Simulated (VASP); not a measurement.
Calculation: PBE GGA, VASP's PBE PAW potentials (set 64) (plane waves; VASP).

Input for VASP

KPOINTS:
```
Automatic
0
gamma
6 6 4
0 0 0
```

**POSCAR**
```
AlN
1
    1.5861000000    -2.7472060000     0.0000000000
    1.5861000000     2.7472060000     0.0000000000
    0.0000000000     0.0000000000     5.0796000000
Al N
2 2
Direct
  0.6666670000   0.3333330000   0.5000000000
  0.3333330000   0.6666670000   0.0000000000
  0.6666670000   0.3333330000   0.8820000000
  0.3333330000   0.6666670000   0.3820000000
```

**INCAR**
```
! general
SYSTEM = AlN
PREC   = Accurate
ENCUT  = 520
LREAL  = F
LASPH  = T

! electronic loop
EDIFF  = 1E-6
NELM   = 100
ALGO   = Normal

! smearing
ISMEAR = 0
SIGMA  = 0.05

! functional
GGA    = PE

! ions
IBRION = 2
NSW    = 40
ISIF   = 3
EDIFFG = -0.01

! output
LWAVE  = F
LCHARG = F
```

POTCAR, in this order: Al N (PBE.64 set). Program: vasp_std.

The run wrote:

File OSZICAR:
```
       N       E                     dE             d eps       ncg     rms          rms(c)
DAV:   1     0.546307441443E+02    0.54631E+02   -0.73810E+03   504   0.117E+03
DAV:   2    -0.301924205379E+02   -0.84823E+02   -0.78639E+02   796   0.223E+02
DAV:   3    -0.342437342905E+02   -0.40513E+01   -0.40334E+01   660   0.525E+01
DAV:   4    -0.342793722281E+02   -0.35638E-01   -0.35632E-01   564   0.577E+00
DAV:   5    -0.342799100187E+02   -0.53779E-03   -0.53777E-03   644   0.726E-01    0.118E+01
DAV:   6    -0.297246772683E+02    0.45552E+01   -0.17163E+01   608   0.312E+01    0.414E+00
DAV:   7    -0.297503764599E+02   -0.25699E-01   -0.62763E-01   532   0.619E+00    0.282E+00
DAV:   8    -0.297439821917E+02    0.63943E-02   -0.86565E-02   548   0.308E+00    0.523E-01
DAV:   9    -0.297384945127E+02    0.54877E-02   -0.22983E-02   628   0.112E+00    0.251E-01
DAV:  10    -0.297391029925E+02   -0.60848E-03   -0.26702E-03   584   0.391E-01    0.139E-01
DAV:  11    -0.297390237342E+02    0.79258E-04   -0.22742E-04   596   0.121E-01    0.366E-02
DAV:  12    -0.297390257279E+02   -0.19937E-05   -0.98702E-06   540   0.317E-02    0.102E-02
DAV:  13    -0.297390253672E+02    0.36072E-06   -0.74225E-06   620   0.199E-02
   1 F= -.29739025E+02 E0= -.29739025E+02  d E =-.297390E+02
       N       E                     dE             d eps       ncg     rms          rms(c)
DAV:   1    -0.299926571023E+02   -0.25363E+00   -0.52480E+00   564   0.225E+01    0.333E+00
DAV:   2    -0.297559157387E+02    0.23674E+00   -0.77468E-01   588   0.693E+00    0.815E-01
DAV:   3    -0.297529684736E+02    0.29473E-02   -0.34863E-02   572   0.169E+00    0.307E-01
DAV:   4    -0.297517520306E+02    0.12164E-02   -0.11180E-03   596   0.324E-01    0.172E-01
DAV:   5    -0.297513908356E+02    0.36119E-03   -0.27335E-04   536   0.155E-01    0.586E-02
DAV:   6    -0.297513901595E+02    0.67608E-06   -0.17054E-05   616   0.345E-02    0.533E-03
DAV:   7    -0.297513903677E+02   -0.20812E-06   -0.60318E-07   300   0.750E-03
   2 F= -.29751390E+02 E0= -.29751390E+02  d E =-.123650E-01
       N       E                     dE             d eps       ncg     rms          rms(c)
DAV:   1    -0.298292420335E+02   -0.77852E-01   -0.10382E+00   564   0.977E+00    0.150E+00
DAV:   2    -0.297808216257E+02    0.48420E-01   -0.16839E-01   588   0.325E+00    0.335E-01
DAV:   3    -0.297804114971E+02    0.41013E-03   -0.65200E-03   564   0.727E-01    0.135E-01
DAV:   4    -0.297801454512E+02    0.26605E-03   -0.25851E-04   584   0.155E-01    0.696E-02
DAV:   5    -0.297800730031E+02    0.72448E-04   -0.54875E-05   580   0.665E-02    0.247E-02
DAV:   6    -0.297800711171E+02    0.18859E-05   -0.27671E-06   468   0.146E-02    0.518E-03
DAV:   7    -0.297800712735E+02   -0.15636E-06   -0.41522E-07   256   0.569E-03
   3 F= -.29780071E+02 E0= -.29780071E+02  d E =-.410459E-01
       N       E                     dE             d eps       ncg     rms          rms(c)
DAV:   1    -0.297800878885E+02   -0.16771E-04   -0.62784E-04   564   0.242E-01    0.360E-02
DAV:   2    -0.297800603660E+02    0.27523E-04   -0.97643E-05   588   0.779E-02    0.808E-03
DAV:   3    -0.297800601425E+02    0.22342E-06   -0.38177E-06   556   0.177E-02
   4 F= -.29780060E+02 E0= -.29780060E+02  d E =-.410348E-01
       N       E                     dE             d eps       ncg     rms          rms(c)
DAV:   1    -0.297801398434E+02   -0.79477E-04   -0.39610E-03   540   0.598E-01    0.526E-02
DAV:   2    -0.297800752011E+02    0.64642E-04   -0.20742E-04   588   0.128E-01    0.191E-02
DAV:   3    -0.297800702633E+02    0.49378E-05   -0.19429E-05   580   0.369E-02    0.644E-03
DAV:   4    -0.297800693167E+02    0.94657E-06   -0.24505E-06   380   0.147E-02
   5 F= -.29780069E+02 E0= -.29780069E+02  d E =-.917417E-05
```

**OUTCAR**
```
------------------------ aborting loop because EDIFF is reached ----------------------------------------
  FORCE on cell =-STRESS in cart. coord.  units (eV):
  Direction    XX          YY          ZZ          XY          YZ          ZX
  --------------------------------------------------------------------------------------
  Total       -0.0347805     -0.0347805     -0.0017842      0.0000000      0.0000000      0.0000000
  in kB       -1.3098864     -1.3098866     -0.0671960      0.0000000      0.0000000      0.0000000
  external PRESSURE =      -0.8956564 kB  Pullay stress =       0.0000000 kB
  volume of cell :       42.54
      direct lattice vectors                 reciprocal lattice vectors
     1.564784232 -2.710285998  0.000000000     0.319532872 -0.184482376  0.000000000
     1.564784232  2.710285998 -0.000000000     0.319532872  0.184482376 -0.000000000
     0.000000000  0.000000000  5.015489055     0.000000000  0.000000000  0.199382351
  FREE ENERGIE OF THE ION-ELECTRON SYSTEM (eV)
  ---------------------------------------------------
  free  energy   TOTEN  =       -29.7800693167 eV

  energy  without entropy=      -29.7800693167  energy(sigma->0) =      -29.78006932

 reached required accuracy - stopping structural energy minimisation
```
(Selected blocks of OUTCAR.)

### CONTCAR
```
AlN
   1.00000000000000
     1.5647842320208230   -2.7102859982153804    0.0000000000000000
     1.5647842320208230    2.7102859982153804   -0.0000000000000000
     0.0000000000000000    0.0000000000000000    5.0154890548458093
  Al              N
     2     2
Direct
     0.6666669999999968    0.3333330000000032    0.5002370836501481
     0.3333330000000032    0.6666669999999968    0.0002370836501481
     0.6666669999999968    0.3333330000000032    0.8817629163498498
     0.3333330000000032    0.6666669999999968    0.3817629163498498
```

OUTCAR:
```
 val. band max:        5.9742244866   @ k =   0.0000   0.0000   0.0000

 cond. band min:      10.0248268909   @ k =   0.0000   0.0000   0.0000


 Fermi energy:         6.2521115813

 k-point     1 :       0.0000    0.0000    0.0000
  band No.  band energies     occupation
      1      -9.0997      2.00000
      2      -7.0127      2.00000
      3       0.0643      2.00000
      4       5.1270      2.00000
      5       5.1271      2.00000
      6       5.7707      2.00000
      7       5.7707      2.00000
      8       5.9742      2.00000
      9      10.0248      0.00000
     10      12.4866      0.00000
     11      16.4381      0.00000
     12      17.0037      0.00000

 k-point     2 :       0.1667    0.0000    0.0000
  band No.  band energies     occupation
      1      -8.7602      2.00000
      2      -6.8295      2.00000
      3       0.4744      2.00000
      4       3.7231      2.00000
      5       4.4839      2.00000
      6       4.7418      2.00000
      7       5.6891      2.00000
      8       5.8040      2.00000
      9      11.3077      0.00000
     10      13.5512      0.00000
     11      15.0714      0.00000
     12      15.6304      0.00000

 k-point     3 :       0.3333    0.0000    0.0000
  band No.  band energies     occupation
      1      -7.8866      2.00000
      2      -6.5047      2.00000
      3       1.5158      2.00000
      4       1.6219      2.00000
      5       2.6819      2.00000
      6       4.1601      2.00000
      7       5.1174      2.00000
      8       5.4307      2.00000
      9      12.1269      0.00000
     10      12.6240      0.00000
     11      13.7859      0.00000
     12      16.1494      0.00000

 k-point     4 :       0.5000    0.0000    0.0000
  band No.  band energies     occupation
      1      -7.1839      2.00000
      2      -6.5076      2.00000
      3       0.5953      2.00000
      4       1.8511      2.00000
      5       2.6766      2.00000
      6       3.9174      2.00000
...
```

Energy and stress use the plane-wave basis of the starting cell.

The compound is AlN in the wurtzite structure. This run relaxes it. Symmetry was kept, so distortions that lower it aren't found.
